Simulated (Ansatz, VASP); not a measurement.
# Cross-check of Zr23Si7O60 (glassy 77ZrO2-23SiO2 (mol %)) between VASP and Ansatz, part 2 of 2

One calculation is typed for both programs; each brings its own data sets. How far apart do they land? The cell is taken from a series of runs on this material, whose earlier steps may have relaxed, scaled, displaced or heated it; both programs get it as it stands.

VASP 6.6.1 and Ansatz 0.2.0.

So far: The structure; Ansatz: single point, PBEsol.

## (3) VASP: single point, PBEsol

Level of this step: PBEsol, spin-polarised from a ferromagnetic start; plane waves and PAW (Zr_sv, Si, O) (VASP).

The same cell, functional, mesh and smearing now go to VASP, with its own data sets.

Lines of VASP's logs that name or quote its potential files are left out, and so is its time.

File INCAR:

```
SYSTEM = Zr23Si7O60
PREC = Accurate
ENCUT = 600
EDIFF = 1E-06
NELM = 200
ISMEAR = -1
SIGMA = 0.01
LREAL = Auto
ALGO = Normal
GGA = PS
NELECT = 665
NBANDS = 400
ISPIN = 2
MAGMOM = 0 0.01 0 0 0 0 0 0 0 0 0 0 0 0 0 0 0 0 0.13 0 0.01 0.17 0 0 0 0 0 0 0 0 0 0 -0 0 0 0 -0 0 -0 0.01 -0 0 0 0 0 0.01 -0 0 0 0 -0 0 0 0 0.01 -0 -0 -0 0 0 0 0 0 0 0 0 -0 0.01 -0 0 0 0 0 -0 0 0 -0 0 0 0.01 0 -0 -0 0 -0 0.02 0 0 -0 0
LASPH = .TRUE.
LMAXMIX = 4
LORBIT = 11
LWAVE = .FALSE.
LCHARG = .FALSE.
ISIF = 2
GGA_COMPAT = .FALSE.
NCORE = 2
```

File POSCAR:

```
Zr23Si7O60
1.0
   10.5509100000      0.0000000000      0.0000000000
    0.0000000000     10.5509100000      0.0000000000
    0.0000000000      0.0000000000     10.5509100000
Zr Si O
23 7 60
Direct
    0.1266000000      0.6767500000      0.1910200000
    0.9727700000      0.2020800000      0.3239600000
    0.2757800000      0.5159700000      0.4960000000
    0.4288000000      0.6642400000      0.2746200000
    0.0771800000      0.9939900000      0.1114800000
    0.6416000000      0.5854600000      0.5190600000
    0.3895000000      0.6319100000      0.7548800000
    0.9349800000      0.3519100000      0.6235500000
    0.9229500000      0.6916900000      0.6151500000
    0.9377100000      0.7522900000      0.9469700000
    0.6636500000      0.8147300000      0.7432300000
    0.3463200000      0.4251300000      0.0590300000
    0.3864900000      0.8499100000      0.9939600000
    0.4587800000      0.9307600000      0.5112500000
    0.7851800000      0.0366700000      0.5542200000
    0.1888100000      0.8642400000      0.6894000000
    0.8158700000      0.6045700000      0.2722600000
    0.4664400000      0.1035700000      0.7614000000
    0.0433600000      0.4045000000      0.0356000000
    0.5989100000      0.6130900000      0.9991700000
    0.9766400000      0.1380700000      0.8431500000
    0.7759500000      0.3503800000      0.0299100000
    0.6472600000      0.8633000000      0.2575400000
    0.4150800000      0.2225600000      0.4341900000
    0.2248000000      0.3336800000      0.7731200000
    0.0931000000      0.9193600000      0.4310800000
    0.6317600000      0.4006200000      0.7442000000
    0.6850100000      0.3045800000      0.3366000000
    0.2981000000      0.1272900000      0.1957300000
    0.8063200000      0.0407300000      0.0670700000
    0.7427400000      0.6527800000      0.6847400000
    0.9788500000      0.0293000000      0.4436900000
    0.0138600000      0.3196200000      0.4593900000
    0.7975400000      0.1577900000      0.9673000000
    0.6215300000      0.9980200000      0.6719900000
    0.8631800000      0.1641100000      0.6746500000
    0.3078100000      0.7206600000      0.1272300000
    0.5179300000      0.7414000000      0.8594500000
    0.4516900000      0.5529400000      0.4480500000
    0.9382100000      0.3223700000      0.1738200000
    0.4423000000      0.1266700000      0.5521400000
    0.2854700000      0.9961000000      0.1108400000
    0.6232500000      0.6755600000      0.3314900000
    0.3874600000      0.1163300000      0.3213400000
    0.0178200000      0.7459400000      0.7824000000
    0.0004800000      0.5942300000      0.0362200000
    0.2737400000      0.6814700000      0.6130100000
    0.8114200000      0.7832100000      0.2054700000
    0.0057900000      0.5235800000      0.6263000000
    0.5407600000      0.7583800000      0.5969100000
    0.4286700000      0.5276400000      0.9167300000
    0.0885200000      0.2748700000      0.7248100000
    0.6709600000      0.4500700000      0.8884100000
    0.9063500000      0.9538600000      0.9768400000
    0.2036100000      0.3936100000      0.9156900000
    0.8287600000      0.8798700000      0.6451600000
    0.4708500000      0.9993700000      0.9180600000
    0.5376600000      0.7697900000      0.1086600000
    0.3063100000      0.3290000000      0.4495100000
    0.7278900000      0.4492600000      0.3762300000
    0.3202800000      0.2164500000      0.7866500000
    0.7451600000      0.4097000000      0.6366500000
    0.9972400000      0.5920100000      0.2970100000
    0.0805600000      0.1517500000      0.9990100000
    0.3481700000      0.2460200000      0.1140300000
    0.0917400000      0.8168600000      0.0492000000
    0.1486900000      0.1381600000      0.2480600000
    0.1951300000      0.4839700000      0.1461300000
    0.6503900000      0.9638500000      0.4254500000
    0.4853100000      0.5214700000      0.1502700000
    0.2451000000      0.6305700000      0.3476000000
    0.0972400000      0.8699500000      0.2840100000
    0.2773400000      0.4541000000      0.6903400000
    0.7861600000      0.2012800000      0.4029400000
    0.6737300000      0.9919200000      0.1191100000
    0.7481000000      0.7415800000      0.9174400000
    0.9054900000      0.0620800000      0.1874200000
    0.7419300000      0.5342100000      0.1029200000
    0.5807000000      0.2585700000      0.7624200000
    0.6805200000      0.2820700000      0.1854700000
    0.0537100000      0.8085500000      0.5344400000
    0.8135900000      0.6616400000      0.4620200000
    0.5482600000      0.2912300000      0.4041000000
    0.4499900000      0.8467200000      0.3393500000
    0.2799300000      0.7732100000      0.8510200000
    0.9259300000      0.3414100000      0.8912000000
    0.2318500000      0.9480300000      0.4960900000
    0.5348700000      0.5076900000      0.6823300000
    0.3710400000      0.9372900000      0.6869300000
    0.0889000000      0.0015300000      0.7675800000
```

File KPOINTS:

```
Automatic mesh
0
Gamma
1 1 1
0 0 0
```

The projector-augmented-wave data sets are Zr_sv, Si and O (PBE family, release 64).

Started as:

```
mpirun -np 8 vasp_gam
```

Numbers of over 12 decimals in the logs are rounded to 6 here.

The log of the run:

```text
[banner, memory and clock lines left out]
running    8 mpi-ranks, on    1 nodes
[...]
|                                                                             |
|               ----> ADVICE to this user running VASP <----                  |
|                                                                             |
|     You enforced a specific xc type in the INCAR file but a different       |
|     [... a line on the potential file left out ...]
|     I HOPE YOU KNOW WHAT YOU ARE DOING!                                     |
|                                                                             |

 LDA part: xc-table for (Slater+PW92), standard interpolation
 POSCAR, INCAR and KPOINTS ok, starting setup
[...]
entering main loop
       N       E                     dE             d eps       ncg     rms          rms(c)
DAV:   1     0.929950447546E+04    0.92995E+04   -0.44808E+05  1600   0.195E+03
DAV:   2     0.322838605352E-01   -0.92995E+04   -0.89507E+04  1888   0.532E+02
DAV:   3    -0.927048155919E+03   -0.92708E+03   -0.92162E+03  1936   0.166E+02
DAV:   4    -0.986122524381E+03   -0.59074E+02   -0.58981E+02  2848   0.354E+01
DAV:   5    -0.991749666273E+03   -0.56271E+01   -0.56262E+01  2272   0.735E+00BRMIX: very serious problems
 the old and the new charge density differ
 old charge density:   664.00000 new  665.00000
    0.140E+02
DAV:   6    -0.842012034485E+03    0.14974E+03   -0.79158E+02  1936   0.496E+01    0.603E+01
DAV:   7    -0.841704374751E+03    0.30766E+00   -0.62805E+01  2112   0.134E+01    0.313E+01
DAV:   8    -0.841629589610E+03    0.74785E-01   -0.80338E+00  2104   0.492E+00    0.420E+00
DAV:   9    -0.841630832997E+03   -0.12434E-02   -0.14336E+00  2280   0.239E+00    0.295E+00
[...]
DAV:  17    -0.841653720976E+03   -0.93446E-05   -0.12749E-05  1608   0.685E-03    0.718E-03
DAV:  18    -0.841653723521E+03   -0.25447E-05   -0.59228E-06  1592   0.533E-03    0.354E-03
DAV:  19    -0.841653724175E+03   -0.65396E-06   -0.21020E-06  1312   0.298E-03
   1 F= -.84165372E+03 E0= -.84165372E+03  d E =-.207013E-12  mag=     1.0000
```

Parts of OUTCAR (step 3):

```text
  Total        8.9168512     -2.4196628     -1.3414396      7.3003744      5.0380999     11.3285636
  in kB       12.1633259     -3.3006211     -1.8298351      9.9583173      6.8723870     15.4531021
  external PRESSURE =       2.3442899 kB  Pullay stress =       0.0000000 kB

 POSITION                                       TOTAL-FORCE (eV/Angst)
 -----------------------------------------------------------------------------------
      1.33575      7.14033      2.01543         0.031693      0.026043     -0.009018
     10.26361      2.13213      3.41807         0.013689     -0.040206     -0.040353
      2.90973      5.44395      5.23325        -0.096297     -0.026989      0.026606
      4.52423      7.00834      2.89749        -0.030790     -0.010824      0.016299
      0.81432     10.48750      1.17622        -0.001985      0.004543      0.013898
[...]
8.29470      2.12369      4.25138         0.016613     -0.045139      0.021263
      7.10846     10.46566      1.25672        -0.088909     -0.030210      0.023831
      7.89314      7.82434      9.67983        -0.040063     -0.001930      0.013134
      9.55374      0.65500      1.97745         0.005317      0.018089      0.054721
      7.82804      5.63640      1.08590         0.013870     -0.009171      0.011593
      6.12691      2.72815      8.04422        -0.022105     -0.066224     -0.004855
      7.18011      2.97610      1.95688        -0.009112     -0.020780     -0.074034
      0.56669      8.53094      5.63883        -0.020983     -0.035379      0.017967
[...]
-----------------------------------------------------------------------------------
    total drift:                                0.001654     -0.016202     -0.003006

  FREE ENERGIE OF THE ION-ELECTRON SYSTEM (eV)
  ---------------------------------------------------
  free  energy   TOTEN  =      -841.6537241749 eV

  energy  without entropy=     -841.6537241749  energy(sigma->0) =     -841.65372417

 magnetization (x)
# of ion       s       p       d       tot
------------------------------------------
    1        0.001   0.000   0.002   0.003
    2        0.001   0.001   0.020   0.022
    3        0.000   0.000   0.000   0.000
    4        0.000   0.000   0.000   0.000
    5        0.000   0.000   0.004   0.004
    6        0.000   0.000   0.000   0.001
    7        0.000  -0.000   0.000   0.000
    8        0.000   0.000   0.003   0.004
    9        0.000  -0.000   0.000   0.000
   10        0.000   0.000   0.009   0.009
   11        0.000   0.000   0.000   0.000
   12        0.000   0.000   0.002   0.002
   13        0.000   0.000   0.002   0.002
[...]
--------------------------------------------------
tot          0.026   0.069   0.652   0.747

[... 3 further parts left out ...]
[key lines of the parts left out:]
E-fermi :   7.2021
```

The run ends at a pressure of 0.23 GPa, with forces up to 0.11 eV/Å.

## (4) Side by side

Known differences besides the potentials themselves: VASP starts from the moments at which Ansatz ended; the cutoff is 420 eV in Ansatz and 600 eV in VASP (PREC = Accurate, projectors in real space); Ansatz makes its cores anew for this functional, VASP keeps those of its PBE data sets; site moments are counted in spheres of each program's own size. Total energies have different zeros and are not compared.

Compared:

```tsv
quantity	Ansatz	VASP	difference
gap on the k mesh (eV)	0.652	0.651	+0.001
total moment (μB)	1.00	1.00	0.00
moment on Zr22 (μB)	0.17	0.34	-0.17
moment on Zr19 (μB)	0.13	0.27	-0.14
```

Forces on 7 of the 90 atoms, those with the largest forces and the largest differences (eV/Å; atoms numbered as in POSCAR):

```tsv
atom	Ansatz x, y, z	VASP x, y, z
Zr3	-0.009, 0.005, -0.015	-0.096, -0.027, 0.027
Zr8	-0.003, 0.002, 0.004	-0.055, -0.041, 0.060
Zr11	-0.004, -0.028, 0.025	-0.021, 0.027, 0.084
Zr15	0.019, 0.032, 0.001	0.014, 0.089, -0.057
O64	0.025, -0.002, 0.022	0.064, 0.041, 0.059
O75	-0.003, -0.014, 0.006	-0.089, -0.030, 0.024
O87	-0.010, 0.003, 0.002	0.084, 0.025, 0.024
```

The forces differ by 30 meV/Å r.m.s., where the r.m.s. force is 0.010 eV/Å in Ansatz and 0.032 eV/Å in VASP: the atoms lie near their places of rest in Ansatz, so a percentage would say little (all taken over all components). A gap on the mesh is an upper bound, since the band edges may lie between its points. The cell carries a charge of -1 e against a uniform background, so its pressure also hangs on how the neutralising background is counted, and in a defect's cell a gap may be the spacing between its levels. The total moments and the pattern agree; the site moments differ because the programs count them in spheres of different size.

## (5) Results

```json
{
 "r.m.s. force difference (single point, PBEsol)": "30 meV/Å"
}
```

The r.m.s. force difference is 30 meV/Å (single point, PBEsol), beyond the 12 meV/Å picked in this series as the mark of a large difference. What causes the difference of the single point, PBEsol pair stays open here. How closely two codes agree says nothing of how well the functional describes the real material.

[Lines on the potential files, build, host, timing and source positions are cut from VASP's logs without a mark.]

[Logs are printed without paths, hosts, clocks, repeated set-up lines and the standing remarks that a program may print on its own settings, such as how far it seeks lower states.]

[Hosts, paths, dates, database ids (printed as entryN), source tags and the programs' standing remarks are cut or masked in the printed files.]
